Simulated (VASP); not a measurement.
Method: r2SCAN meta-GGA, VASP's PBE PAW potentials (set 64) (plane waves; VASP 6.6.1).

A VASP calculation is set up with these files.

### INCAR
```
LCHARG=.False.
ENCUT=400
ISIF=2   ! forces and stress, cell fixed
NELM=100   ! most electronic steps
SYSTEM=Be
LWAVE=.False.
LREAL=.False.   ! projection in real space or not
METAGGA=R2SCAN
PREC=Normal
LMIXTAU=.True.
LASPH=.True.   ! aspherical one-centre terms
ALGO=Normal   ! blocked Davidson
NSW=20
EDIFFG=-0.03
EDIFF=1E-5   ! SCF stop (eV)
IBRION=2   ! conjugate gradients
NELMIN=4
ISMEAR=1   ! Methfessel-Paxton
SIGMA=0.1   ! width (eV)
```

### POSCAR
```
Be
1
    2.2659438307     0.0000000000     0.0000000000
   -1.1329719154     1.9623647518     0.0000000000
    0.0000000000     0.0000000000     3.5614860735
Be
2
Direct
  0.6666670000   0.3333330000   0.7500000000
  0.3333330000   0.6666670000   0.2500000000
```

**KPOINTS**
```
kpoints
0
gamma
21 21 12
0 0 0
```

POTCAR, in this order: Be (PBE.64 set). Program: vasp_std.

Problem. What will the output report for the number of irreducible k-points (NKPTS), largest plane-wave count, number of space-group operations, FFT grid (NGX, NGY, NGZ)?

Solution. 
```json
{
 "number of irreducible k-points (NKPTS)": "336",
 "largest_plane_wave_count": "300",
 "number_of_space_group_operations": "24",
 "FFT grid (NGX, NGY, NGZ)": "12 × 12 × 18"
}
```

The compound is Be in the hcp structure. It was relaxed first.
